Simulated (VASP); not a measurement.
Consider the following.

```yaml
crystal:
  lattice:
    - [1.23308, -2.13576, 0.00000]
    - [1.23308, 2.13576, 0.00000]
    - [0.00000, 0.00000, 6.71043]
  atoms:
    - { symbol: C, position: [0.00000, 0.00000, 0.25000] }
    - { symbol: C, position: [0.00000, 0.00000, 0.75000] }
    - { symbol: C, position: [0.33333, 0.66667, 0.25000] }
    - { symbol: C, position: [0.66667, 0.33333, 0.75000] }
```

All values below come from PBE GGA with D3 dispersion (Becke-Johnson damping), VASP's PBE PAW potentials (set 64) (plane waves; VASP 6.6.1). Settings: 520 eV cut-off, 10×10×4 Γ-centred mesh, Gaussian smearing of 0.050 eV, potentials C.

Problem. Predict the energy per atom (σ→0).

Solution. 
```json
{
  "energy per atom (σ→0)": "-9.369 eV/atom"
}
```

The compound is C in the graphite structure. It was relaxed first.
